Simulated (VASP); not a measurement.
# Hf3SnS4 (P-6m2) in VASP: a series of runs

Runs on Hf3SnS4. Level: PBE. Tasks: relaxation of cell and atoms.

Program: VASP 6.6.1. These are calculated values, not measurements. Logs are shortened: lines on timing, memory, paths and dates and some standing lists are left out, and cuts for length are marked.

## 1. The crystal as given

The structure is hexagonal, space group P-6m2 (No. 187). The conventional cell has a = 7.300 Å, b = 7.300 Å, c = 3.740 Å, α = 90.00°, β = 90.00°, γ = 120.00°. Hf (site symmetry mm2) has 6 S at 2.82 Å as nearest neighbours. Sn (site symmetry -6m2) is surrounded by 6 S at 2.82 Å. S (site symmetry mm2) is surrounded by 4 Hf at 2.82 Å and 2 Sn at 2.82 Å. S (site symmetry -6m2) has 6 Hf at 2.82 Å as nearest neighbours.

The cell was built by a generator and needn't be a form met in nature.

## 2. Relaxation of cell and atoms, PBE

Input file INCAR:

```
ALGO = Fast ; EDIFF = 1E-4
EDIFFG = -0.08 ; ENCUT = 520
GGA = PE ; IBRION = 2
ISIF = 3 ; ISMEAR = 0
LASPH = True ; LCHARG = False
LREAL = False ; LWAVE = False
NELM = 60 ; NSW = 24
PREC = Normal ; SIGMA = 0.15
```

Input file KPOINTS:

```
k-points
0
Gamma
  2 2 4
```

Input file POSCAR:

```
Hf3SnS4
1.0
    7.3000000000      0.0000000000      0.0000000000
   -3.6500000000      6.3219854500      0.0000000000
    0.0000000000      0.0000000000      3.7400000000
Hf Sn S
3 1 4
Direct
    0.5000000000      0.5000000000      0.0000000000
    0.0000000000      0.5000000000      0.0000000000
    0.5000000000      0.0000000000      0.0000000000
    0.0000000000      0.0000000000      0.0000000000
    0.6666660000      0.8333330000      0.5000000000
    0.6666666700      0.3333333300      0.5000000000
    0.1666670000      0.3333340000      0.5000000000
    0.1666670000      0.8333330000      0.5000000000
```

Potentials or basis: VASP PAW PBE potentials, release 64 (Hf_pv, Sn_d, S).

On the command line:

```sh
cat potpaw_PBE.64/Hf_pv/POTCAR potpaw_PBE.64/Sn_d/POTCAR potpaw_PBE.64/S/POTCAR > POTCAR
mpirun -np 1 vasp_std > vasp.out
```

OUTCAR:

```text
EDIFF = 1E-4
   EDIFFG = -0.08
   ENCUT = 520
   GGA = PE
   IBRION = 2
   ISIF = 3
   ISMEAR = 0
   LASPH = True
   LREAL = False
   NELM = 60
   NSW = 24
   PREC = Normal

 ion  position               nearest neighbor table
   1  0.500  0.500  0.000-   7 2.82   7 2.82   5 2.82   5 2.82   6 2.82   6 2.82   2 3.65   2 3.65
                             4 3.65   3 3.65   3 3.65   4 3.65
   2  0.000  0.500  0.000-   7 2.82   7 2.82   8 2.82   8 2.82   6 2.82   6 2.82   1 3.65   1 3.65
                             4 3.65   4 3.65   3 3.65   3 3.65
   3  0.500  0.000  0.000-   5 2.82   5 2.82   8 2.82   8 2.82   6 2.82   6 2.82   4 3.65   4 3.65
                             1 3.65   1 3.65   2 3.65   2 3.65
   4  0.000  0.000  0.000-   8 2.82   8 2.82   5 2.82   5 2.82   7 2.82   7 2.82   3 3.65   3 3.65
                             1 3.65   2 3.65   2 3.65   1 3.65
   5  0.667  0.833  0.500-   3 2.82   3 2.82   1 2.82   1 2.82   4 2.82   4 2.82
   6  0.667  0.333  0.500-   2 2.82   2 2.82   3 2.82   3 2.82   1 2.82   1 2.82
   7  0.167  0.333  0.500-   2 2.82   2 2.82   1 2.82   1 2.82   4 2.82   4 2.82
   8  0.167  0.833  0.500-   3 2.82   3 2.82   2 2.82   2 2.82   4 2.82   4 2.82

  LATTYP: Found a hexagonal cell.
 ALAT       =     7.3000000000
 C/A-ratio  =     0.5123287671

  Lattice vectors:

 A1 = (   7.3000000000,   0.0000000000,   0.0000000000)
 A2 = (  -3.6500000000,   6.3219854500,   0.0000000000)
 A3 = (   0.0000000000,   0.0000000000,   3.7400000000)

Analysis of symmetry for initial positions (statically):
=====================================================================
 Subroutine PRICEL returns:
 Original cell was already a primitive cell.

 Routine SETGRP: Setting up the symmetry group for a
 hexagonal supercell.

 Subroutine GETGRP returns: Found 12 space group operations
 (whereof 12 operations were pure point group operations)
 out of a pool of 24 trial point group operations.

The static configuration has the point symmetry D_3h.

Analysis of symmetry for dynamics (positions and initial velocities):
=====================================================================
 Subroutine PRICEL returns:
 Original cell was already a primitive cell.

 Routine SETGRP: Setting up the symmetry group for a
 hexagonal supercell.

 Subroutine GETGRP returns: Found 12 space group operations
 (whereof 12 operations were pure point group operations)
 out of a pool of 24 trial point group operations.

The dynamic configuration has the point symmetry D_3h.

 Subroutine INISYM returns: Found 12 space group operations
 (whereof 12 operations are pure point group operations),
 and found     1 'primitive' translations

----------------------------------------------------------------------------------------

                                     Primitive cell

  volume of cell :     172.6028

  direct lattice vectors                    reciprocal lattice vectors
     7.300000000  0.000000000  0.000000000     0.136986301  0.079089078  0.000000000
    -3.650000000  6.321985450  0.000000000     0.000000000  0.158178156  0.000000000
     0.000000000  0.000000000  3.740000000     0.000000000  0.000000000  0.267379679

  length of vectors
     7.300000000  7.300000002  3.740000000     0.158178156  0.158178156  0.267379679

  position of ions in fractional coordinates (direct lattice)
     0.500000000  0.500000000  0.000000000
     0.000000000  0.500000000  0.000000000
     0.500000000  0.000000000  0.000000000
     0.000000000  0.000000000  0.000000000
     0.666666000  0.833333000  0.500000000
     0.666666670  0.333333330  0.500000000
     0.166667000  0.333334000  0.500000000
     0.166667000  0.833333000  0.500000000

  ion indices of the primitive-cell ions
   primitive index   ion index
                 1           1
                 2           2
                 3           3
                 4           4
                 5           5
                 6           6
                 7           7
                 8           8

----------------------------------------------------------------------------------------

 KPOINTS: k-points

Automatic generation of k-mesh.
 Grid dimensions read from file:
 generate k-points for:    2    2    4

 Generating k-lattice:

  Cartesian coordinates                     Fractional coordinates (reciprocal lattice)
     0.068493151  0.039544539  0.000000000     0.500000000  0.000000000  0.000000000
     0.000000000  0.079089078  0.000000000     0.000000000  0.500000000  0.000000000
     0.000000000  0.000000000  0.066844920     0.000000000  0.000000000  0.250000000

  Length of vectors
     0.079089078  0.079089078  0.066844920

  Shift w.r.t. Gamma in fractional coordinates (k-lattice)
     0.000000000  0.000000000  0.000000000

 Subroutine IBZKPT returns following result:
 ===========================================

 Found      6 irreducible k-points:

 Following reciprocal coordinates:
            Coordinates               Weight
  0.000000  0.000000  0.000000      1.000000
  0.500000  0.000000  0.000000      3.000000
  0.000000  0.000000  0.250000      2.000000
  0.500000  0.000000  0.250000      6.000000
  0.000000  0.000000  0.500000      1.000000
  0.500000  0.000000  0.500000      3.000000
   k-points           NKPTS =      6   k-points in BZ     NKDIM =      6   number of bands    NBANDS=     40
   number of dos      NEDOS =    301   number of ions     NIONS =      8
   total plane-waves  NPLWV =  42336
   dimension x,y,z NGX =    42 NGY =   42 NGZ =   24
   dimension x,y,z NGXF=    84 NGYF=   84 NGZF=   48
   ions per type =               3   1   4
   NGX,Y,Z   is equivalent  to a cutoff of   9.56,  9.56, 10.67 a.u.
   NGXF,Y,Z  is equivalent  to a cutoff of  19.13, 19.13, 21.34 a.u.
 SYSTEM =  unknown system
   PREC   = normal    normal or accurate (medium, high low for compatibility)
   ISTART =      0    job   : 0-new  1-cont  2-samecut
   ICHARG =      2    charge: 1-file 2-atom 10-const
   ISPIN  =      1    spin polarized calculation?
   LNONCOLLINEAR =      F non collinear calculations
   LSORBIT =      F    spin-orbit coupling
   LASPH  =      T    aspherical Exc in radial PAW
   ENCUT  =  520.0 eV  38.22 Ry    6.18 a.u.  13.57 13.57  6.95*2*pi/ulx,y,z
   NELM   =     60;   NELMIN=  2; NELMDL= -5     # of ELM steps
   EDIFF  = 0.1E-03   stopping-criterion for ELM
   LREAL  =      F    real-space projection
   EDIFFG = -.8E-01   stopping-criterion for IOM
   NSW    =     24    number of steps for IOM
   IBRION =      2    ionic relax: 0-MD 1-quasi-New 2-CG
   NFREE  =      1    steps in history (QN), initial steepest desc. (CG)
   ISIF   =      3    stress and relaxation
   ISYM   =      2    0-nonsym 1-usesym 2-fastsym
   POTIM  = 0.5000    time-step for ionic-motion
   TEBEG  =    0.0;   TEEND  =   0.0 temperature during run
   PSTRESS=    0.0 pullay stress
   NELECT =      68.0000    total number of electrons
   NUPDOWN=      -1.0000    fix difference up-down
   EMIN   =  10.00;   EMAX   =-10.00  energy-range for DOS
   EFERMI =   0.00;   METHOD = LEGACY
   ISMEAR =     0;   SIGMA  =   0.15  broadening in eV -4-tet -1-fermi 0-gaus
   EFERMI_NEDOS =   21; number of points for ismear=-14 and -15
   IALGO  =     68    algorithm
   IMIX   =      4    mixing-type and parameters
     AMIX     =   0.40;   BMIX     =  1.00
     AMIX_MAG =   1.60;   BMIX_MAG =  1.00
  volume/ion in A,a.u.               =      21.58       145.60
  Fermi-wavevector in a.u.,A,eV,Ry     =   1.200131  2.267918 19.596652  1.440313
  Thomas-Fermi vector in A             =   2.335975
   LORBIT       =      0    0 simple, 1 ext, 2 COOP (PROOUT), +10 PAW based schemes
   GGA     = PE    functional components
   LHFCALC =     F    Hartree Fock is set to
   AEXX    =    0.0000 exact exchange contribution
   IVDW    =     0    specifies the selected vdW correction
   LEPSILON=     F    determine dielectric tensor
   LRPA    =     F    only Hartree local field effects (RPA)
 conjugate gradient relaxation of ions
 non-spin polarized calculation
 RMM-DIIS sequential band-by-band and
 Gauss-broadening in eV      SIGMA  =   0.15
  energy-cutoff  :      520.00
  volume of cell :      172.60
 maximum number of plane-waves:      4668
   NGX = 27   NGY = 27   NGZ = 13

--------------------------------------- Ionic step        1  -------------------------------------------

 number of electron      68.0000013 magnetization

 Free energy of the ion-electron system (eV)
  ---------------------------------------------------
  ext. energy  EPLUGINS =         0.00000000
  ---------------------------------------------------
  free energy    TOTEN  =       -56.86716407 eV

  energy without entropy =      -56.82905395  energy(sigma->0) =      -56.84810901

------------------------ aborting loop because EDIFF is reached ----------------------------------------

  FORCE on cell =-STRESS in cart. coord.  units (eV):
  Direction    XX          YY          ZZ          XY          YZ          ZX
  --------------------------------------------------------------------------------------
  -------------------------------------------------------------------------------------
  Total      -12.6295638    -12.6295638    -16.3155498      0.0000000      0.0000000      0.0000000
  in kB     -117.2332968   -117.2332968   -151.4482785      0.0000000      0.0000000      0.0000000
  external PRESSURE =    -128.6382907 kB  Pullay stress =       0.0000000 kB
[... 107 lines left out ...]
  FREE ENERGIE OF THE ION-ELECTRON SYSTEM (eV)
  ---------------------------------------------------
  free  energy   TOTEN  =       -58.2955351429 eV

  energy  without entropy=      -58.2707280093  energy(sigma->0) =      -58.28313158

[... ionic steps 4 to 7 ...]

--------------------------------------- Ionic step        8  -------------------------------------------

 number of electron      67.9999985 magnetization

------------------------ aborting loop because EDIFF is reached ----------------------------------------

  FORCE on cell =-STRESS in cart. coord.  units (eV):
  Direction    XX          YY          ZZ          XY          YZ          ZX
  --------------------------------------------------------------------------------------
  -------------------------------------------------------------------------------------
  Total       -1.4361881     -1.4361881     -2.2004362      0.0000000      0.0000000      0.0000000
  in kB      -15.0890703    -15.0890703    -23.1185159      0.0000000      0.0000000      0.0000000
  external PRESSURE =     -17.7655521 kB  Pullay stress =       0.0000000 kB
[... 69 lines left out ...]
  energy  without entropy=      -58.5635017482  energy(sigma->0) =      -58.58823769

--------------------------------------- Ionic step       10  -------------------------------------------

 number of electron      68.0000003 magnetization

 Free energy of the ion-electron system (eV)
  ---------------------------------------------------
  ext. energy  EPLUGINS =         0.00000000
  ---------------------------------------------------
  free energy    TOTEN  =       -58.61585179 eV

  energy without entropy =      -58.56721282  energy(sigma->0) =      -58.59153230

 E-fermi :   7.7674     XC(G=0): -11.1358

 val. band max:        7.3495101158   @ k =   0.5000   0.0000   0.0000
 cond. band min:       7.7769915826   @ k =   0.5000   0.0000   0.2500
 fundamental gap:      0.4274814668
 Fermi energy:         7.7673639034

 k-point     1 :       0.0000    0.0000    0.0000
  band No.  band energies     occupation
      1     -23.9466      2.00000
      2     -23.9121      2.00000
      3     -23.9121      2.00000
      4     -23.7974      2.00000
      5     -23.7852      2.00000
      6     -23.7578      2.00000
[... 282 lines left out ...]
  FREE ENERGIE OF THE ION-ELECTRON SYSTEM (eV)
  ---------------------------------------------------
  free  energy   TOTEN  =       -58.6158517890 eV

  energy  without entropy=      -58.5672128205  energy(sigma->0) =      -58.59153230

 reached required accuracy - stopping structural energy minimisation
```

It took 4.4 min on 1 thread of Intel Xeon Platinum 8259CL at 2.50GHz (Skylake/Cascade Lake), shared host; peak memory 0.22 GiB.

What came out:

| Quantity | Value |
| --- | --- |
| Free energy | -58.6159 eV |
| Relaxed volume | 18.79 Å³/atom |
| Relaxed cell | a = 7.058 Å, b = 7.058 Å, c = 3.483 Å, α = 90.00°, β = 90.00°, γ = 120.00° |
| Space group after relaxing (to 0.05 Å) | P-6m2 (No. 187) |
| Energy gained by relaxing | 218.6 meV/atom |
| Ionic steps | 10 |
| Pressure after relaxing | 0.0 GPa |
| Largest force after relaxing | 0.013 eV/Å |
| Band gap on the k mesh | none (metal or under the smearing width) |

Forces in eV/Å, atoms in the order of the input:
```
Hf  -0.008  0.004  0.000
Hf   0.008  0.004  0.000
Hf   0.000 -0.009  0.000
Sn   0.000  0.000  0.000
S   -0.011 -0.007  0.000
S    0.000  0.000  0.000
S    0.000  0.013  0.000
S    0.011 -0.007  0.000
```

Stress tensor (GPa, compression positive):
```
 0.06  0.00  0.00
 0.00  0.06  0.00
 0.00  0.00 -0.22
```

Step by step:
```
step  energy change (eV)  largest force (eV/Å)  pressure (GPa)  volume (Å³)
   1              0.0000                1.8097          -12.86       172.60
   2             -0.8400                0.7838           15.16       132.82
   3             -1.4284                1.3505            1.31       146.47
   4             -1.4288                1.3344            1.71       145.98
   5             -1.6507                0.6460            1.47       147.04
   6             -1.7148                0.4273            1.56       148.79
   7             -1.7343                0.0535            1.50       148.21
   8             -1.7352                0.0887           -1.78       152.50
   9             -1.7458                0.0478           -0.21       150.37
  10             -1.7487                0.0132           -0.03       150.28
```

Final structure:
```
CELL_PARAMETERS angstrom
7.05828 0.00000 0.00000
-3.52914 6.11265 0.00000
0.00000 0.00000 3.48317
ATOMIC_POSITIONS crystal
Hf 0.49541 0.50459 0.00000
Hf 0.00918 0.50459 0.00000
Hf 0.49541 0.99082 0.00000
Sn 0.00000 0.00000 0.00000
S 0.63476 0.81738 0.50000
S 0.66667 0.33333 0.50000
S 0.18262 0.36524 0.50000
S 0.18262 0.81738 0.50000
```

Caveat: the k mesh is coarse (spacing up to 0.50 Å⁻¹), so the values aren't converged; the relaxation stopped at a loose force limit of 0.08 eV/Å, so its end isn't a converged minimum.

## 3. Relaxation of cell and atoms, PBE

This run uses another cell than the first one, of 23.00 Å³/atom, 1.066 times its volume.

INCAR is that of step 2.

Input file KPOINTS:

```
k-points
0
Gamma
  3 3 3
```

Input file POSCAR:

```
Hf3SnS4
1.0
   -3.9987391800      3.9987391800      2.8764737000
    3.9987391800     -3.9987391800      2.8764737000
    3.9987391800      3.9987391800     -2.8764737000
Hf Sn S
3 1 4
Direct
    0.7500000000      0.2500000000      0.5000000000
    0.2500000000      0.7500000000      0.5000000000
    0.0000000000      0.0000000000      0.0000000000
    0.5000000000      0.5000000000      0.0000000000
    0.5000000000      0.7992577900      0.2992577900
    0.5000000000      0.2007422100      0.7007422100
    0.7992577900      0.5000000000      0.2992577900
    0.2007422100      0.5000000000      0.7007422100
```

Potentials or basis: VASP PAW PBE potentials, release 64 (Hf_pv, Sn_d, S).

On the command line:

```sh
cat potpaw_PBE.64/Hf_pv/POTCAR potpaw_PBE.64/Sn_d/POTCAR potpaw_PBE.64/S/POTCAR > POTCAR
mpirun -np 1 vasp_std > vasp.out
```

Wall time 7.2 min (1 thread of Intel Xeon Platinum 8259CL at 2.50GHz (Skylake/Cascade Lake), shared host); peak memory 0.24 GiB.

It converged, with:

```
Free energy                            : -51.9142 eV
Relaxed volume                         : 34.72 Å³/atom
Relaxed cell                           : a = 7.343 Å, b = 7.343 Å, c = 7.343 Å, α = 100.69°, β = 100.69°, γ = 128.99°
Space group after relaxing (to 0.05 Å) : I4/mmm (No. 139)
Energy gained by relaxing              : 965.1 meV/atom
Ionic steps                            : 10
Pressure after relaxing                : 0.1 GPa
Largest force after relaxing           : 0.031 eV/Å
Band gap on the k mesh                 : none (metal or under the smearing width)
```

Forces in eV/Å, atoms in the order of the input:
```
Hf   0.000  0.000  0.000
Hf   0.000  0.000  0.000
Hf   0.000  0.000  0.000
Sn   0.000  0.000  0.000
S   -0.031  0.000  0.000
S    0.031  0.000  0.000
S    0.000 -0.031  0.000
S    0.000  0.031  0.000
```

Stress tensor (GPa, compression positive):
```
 0.13  0.00  0.00
 0.00  0.13  0.00
 0.00  0.00 -0.03
```

Step by step:
| step | energy change (eV) | largest force (eV/Å) | pressure (GPa) | volume (Å³) |
| --- | --- | --- | --- | --- |
| 1 | 0.0000 | 5.2506 | 40.40 | 183.98 |
| 2 | 2.5031 | 3.6012 | -8.76 | 384.63 |
| 3 | -6.3538 | 3.0055 | 0.45 | 248.71 |
| 4 | -6.4167 | 2.7568 | 1.93 | 243.69 |
| 5 | -6.4300 | 2.6155 | 2.62 | 240.96 |
| 6 | -7.5349 | 0.9554 | -0.47 | 265.63 |
| 7 | -7.6884 | 0.4000 | -1.22 | 282.35 |
| 8 | -7.6893 | 0.3617 | -1.15 | 283.25 |
| 9 | -7.6909 | 0.4228 | 1.37 | 272.82 |
| 10 | -7.7205 | 0.0306 | 0.08 | 277.79 |

Final structure:
```yaml
crystal:
  lattice:
    - [-4.68636, 4.68636, 3.16217]
    - [4.68636, -4.68636, 3.16217]
    - [4.68636, 4.68636, -3.16217]
  atoms:
    - { symbol: Hf, position: [0.75000, 0.25000, 0.50000] }
    - { symbol: Hf, position: [0.25000, 0.75000, 0.50000] }
    - { symbol: Hf, position: [0.00000, 0.00000, 0.00000] }
    - { symbol: Sn, position: [0.50000, 0.50000, 0.00000] }
    - { symbol: S, position: [0.50000, 0.80424, 0.30424] }
    - { symbol: S, position: [0.50000, 0.19575, 0.69576] }
    - { symbol: S, position: [0.80424, 0.50000, 0.30424] }
    - { symbol: S, position: [0.19575, 0.50000, 0.69576] }
```

Levels at points of the mesh, in eV from the Fermi level:
```
           k point  band 32  band 33  band 34  band 35  band 36  band 37
(0.00, 0.00, 0.00)    -1.55    -0.65    -0.23     0.26     0.26     0.34
```

Caveat: the k mesh is coarse (spacing up to 0.45 Å⁻¹), so the values aren't converged; the volume moved by over 15 % at a fixed basis, so the end points are rough; the relaxation stopped at a loose force limit of 0.08 eV/Å, so its end isn't a converged minimum. The run has no spin-orbit coupling, so splittings on Hf are missing.
